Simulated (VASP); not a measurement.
Output of a VASP run:

### OUTCAR
```
 ion  position               nearest neighbor table
   1  0.000  0.000  0.000-   2 3.15   2 3.15   2 3.15   2 3.15   2 3.15   2 3.15
   2  0.500  0.500  0.500-   1 3.15   1 3.15   1 3.15   1 3.15   1 3.15   1 3.15
  LATTYP: Found a face centered cubic cell.
 ALAT       =     6.3058608042
 Subroutine PRICEL returns:
 Original cell was already a primitive cell.
 Subroutine GETGRP returns: Found 48 space group operations
The static configuration has the point symmetry O_h .
The dynamic configuration has the point symmetry O_h .
 Subroutine INISYM returns: Found 48 space group operations
 Subroutine IBZKPT returns following result:
 Found     29 irreducible k-points:

 Following reciprocal coordinates:
            Coordinates               Weight
  0.000000  0.000000  0.000000      1.000000
  0.125000  0.000000  0.000000      8.000000
  0.250000  0.000000  0.000000      8.000000
  0.375000  0.000000  0.000000      8.000000
  0.500000  0.000000  0.000000      4.000000
  0.125000  0.125000  0.000000      6.000000
  0.250000  0.125000  0.000000     24.000000
  0.375000  0.125000  0.000000     24.000000
  0.500000  0.125000  0.000000     24.000000
 -0.375000  0.125000  0.000000     24.000000
 -0.250000  0.125000  0.000000     24.000000
 -0.125000  0.125000  0.000000     12.000000
  0.250000  0.250000  0.000000      6.000000
  0.375000  0.250000  0.000000     24.000000
  0.500000  0.250000  0.000000     24.000000
 -0.375000  0.250000  0.000000     24.000000
 -0.250000  0.250000  0.000000     12.000000
  0.375000  0.375000  0.000000      6.000000
  0.500000  0.375000  0.000000     24.000000
 -0.375000  0.375000  0.000000     12.000000
  0.500000  0.500000  0.000000      3.000000
  0.375000  0.250000  0.125000     24.000000
  0.500000  0.250000  0.125000     48.000000
 -0.375000  0.250000  0.125000     24.000000
  0.500000  0.375000  0.125000     24.000000
 -0.375000  0.375000  0.125000     48.000000
 -0.250000  0.375000  0.125000     24.000000
 -0.375000  0.500000  0.125000     12.000000
 -0.250000  0.500000  0.250000      6.000000
   k-points           NKPTS =     29   k-points in BZ     NKDIM =     29   number of bands    NBANDS=     14
   number of dos      NEDOS =    301   number of ions     NIONS =      2
   total plane-waves  NPLWV =  32768
   dimension x,y,z NGX =    32 NGY =   32 NGZ =   32
   dimension x,y,z NGXF=    64 NGYF=   64 NGZF=   64
   ions per type =               1   1
   PREC   = accura    normal or accurate (medium, high low for compatibility)
   ISTART =      0    job   : 0-new  1-cont  2-samecut
   ICHARG =      2    charge: 1-file 2-atom 10-const
   ISPIN  =      1    spin polarized calculation?
   LNONCOLLINEAR =      F non collinear calculations
   LSORBIT =      F    spin-orbit coupling
   INIWAV =      1    electr: 0-lowe 1-rand  2-diag
   ENCUT  =  480.0 eV  35.28 Ry    5.94 a.u.   7.97  7.97  7.97*2*pi/ulx,y,z
   NELM   =    100;   NELMIN=  2; NELMDL= -5     # of ELM steps
   EDIFF  = 0.1E-06   stopping-criterion for ELM
   LREAL  =      F    real-space projection
   NLSPLINE    = F    spline interpolate recip. space projectors
   LMAXMIX     =    4 max onsite mixed and CHGCAR
   VOSKOWN=      0    Vosko Wilk Nusair interpolation
   EDIFFG = 0.1E-05   stopping-criterion for IOM
   NSW    =      0    number of steps for IOM
   NBLOCK =      1;   KBLOCK =      1    inner block; outer block
   IBRION =     -1    ionic relax: 0-MD 1-quasi-New 2-CG
   NFREE  =      0    steps in history (QN), initial steepest desc. (CG)
   ISIF   =      2    stress and relaxation
   ISYM   =      2    0-nonsym 1-usesym 2-fastsym
   TEIN   =    0.0    initial temperature
   TEBEG  =    0.0;   TEEND  =   0.0 temperature during run
   SMASS  =  -3.00    Nose mass-parameter (am)
   PSTRESS=    0.0 pullay stress
   NELECT =      20.0000    total number of electrons
   EFERMI =   0.00;   METHOD = LEGACY
   ISMEAR =     0;   SIGMA  =   0.05  broadening in eV -4-tet -1-fermi 0-gaus
   IALGO  =     38    algorithm
...
```

### OSZICAR
```
       N       E                     dE             d eps       ncg     rms          rms(c)
DAV:   1     0.151232921667E+03    0.15123E+03   -0.90438E+03   812   0.133E+03
DAV:   2     0.378591189973E+01   -0.14745E+03   -0.14435E+03   848   0.331E+02
DAV:   3    -0.826337128226E+01   -0.12049E+02   -0.11945E+02  1082   0.101E+02
DAV:   4    -0.852986806038E+01   -0.26650E+00   -0.26639E+00   864   0.192E+01
DAV:   5    -0.853999372737E+01   -0.10126E-01   -0.10126E-01  1138   0.353E+00    0.269E+00
DAV:   6    -0.818412711249E+01    0.35587E+00   -0.10034E+00  1134   0.721E+00    0.141E+00
DAV:   7    -0.818071049823E+01    0.34166E-02   -0.13672E-01   898   0.197E+00    0.824E-01
DAV:   8    -0.818459923167E+01   -0.38887E-02   -0.15940E-02   860   0.158E+00    0.189E-01
DAV:   9    -0.818402729345E+01    0.57194E-03   -0.28999E-03  1190   0.553E-01    0.750E-02
DAV:  10    -0.818414242860E+01   -0.11514E-03   -0.28052E-04   854   0.140E-01    0.225E-02
DAV:  11    -0.818415010806E+01   -0.76795E-05   -0.66012E-05   948   0.931E-02    0.485E-03
DAV:  12    -0.818415053518E+01   -0.42712E-06   -0.37106E-06  1052   0.161E-02    0.154E-03
DAV:  13    -0.818415061119E+01   -0.76011E-07   -0.47245E-07   860   0.448E-03
   1 F= -.81841506E+01 E0= -.81841506E+01  d E =-.724199E-13
```

### OUTCAR
```
------------------------ aborting loop because EDIFF is reached ----------------------------------------
  FORCE on cell =-STRESS in cart. coord.  units (eV):
  Direction    XX          YY          ZZ          XY          YZ          ZX
  --------------------------------------------------------------------------------------
  Total       -0.7075896     -0.7075896     -0.7075896      0.0000000      0.0000000     -0.0000000
  in kB      -18.0850162    -18.0850162    -18.0850162      0.0000000      0.0000000     -0.0000000
  external PRESSURE =     -18.0850162 kB  Pullay stress =       0.0000000 kB
  volume of cell :       62.69
      direct lattice vectors                 reciprocal lattice vectors
     0.000000000  3.152930402  3.152930402    -0.158582631  0.158582631  0.158582631
     3.152930402  0.000000000  3.152930402     0.158582631 -0.158582631  0.158582631
     3.152930402  3.152930402  0.000000000     0.158582631  0.158582631 -0.158582631
  FREE ENERGIE OF THE ION-ELECTRON SYSTEM (eV)
  ---------------------------------------------------
  free  energy   TOTEN  =        -8.1841506112 eV

  energy  without entropy=       -8.1841506112  energy(sigma->0) =       -8.18415061
```
(Selected blocks of OUTCAR.)

### POSCAR
```
PbSe
1
    0.0000000000     3.1529304021     3.1529304021
    3.1529304021     0.0000000000     3.1529304021
    3.1529304021     3.1529304021     0.0000000000
Pb Se
1 1
Direct
  0.0000000000   0.0000000000   0.0000000000
  0.5000000000   0.5000000000   0.5000000000
```

Problem. Write an INCAR and KPOINTS that could have produced this output.

Solution. This is not unique; one that fits is the input of the run itself, PBE GGA, plane waves, VASP's PBE PAW potentials (set 64).

KPOINTS:
```
Automatic mesh
0
Gamma
8 8 8
0 0 0
```

INCAR:
```
SYSTEM = PbSe
PREC = Accurate
ENCUT = 480
EDIFF = 1E-7
NELM = 100
ALGO = Normal
LREAL = .FALSE.
LASPH = .TRUE.
ISMEAR = 0
SIGMA = 0.05
GGA = PE
LMAXMIX = 4
LWAVE = .FALSE.
LCHARG = .FALSE.
ISIF = 2
```

POTCAR, in this order: Pb_d Se (PBE.64 set). Program: vasp_std.

The compound is PbSe in the rock salt structure. This cell was strained or had an atom moved on purpose.
